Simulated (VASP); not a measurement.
Consider the following.

```
CELL_PARAMETERS angstrom
      0.00000     2.72500     2.72500
      2.72500     0.00000     2.72500
      2.72500     2.72500     0.00000
ATOMIC_POSITIONS crystal
  Ga 0.00000 0.00000 0.00000
  P  0.25000 0.25000 0.25000
```

Computed with PBE GGA, VASP's PBE PAW potentials (set 64) (plane waves; VASP). Settings: 400 eV cut-off, 6×6×6 Γ-centred mesh, Gaussian smearing of 0.050 eV, potentials Ga_d P.

Question: Give the stress tensor in GPa (positive for a compressed cell).

Answer: 
```
2.29  0.00  0.00
0.00  2.29  0.00
0.00  0.00  2.29
```
The pressure is its mean diagonal, 2.29 GPa.

The compound is GaP in the zinc blende structure. The cell was not relaxed at this level.
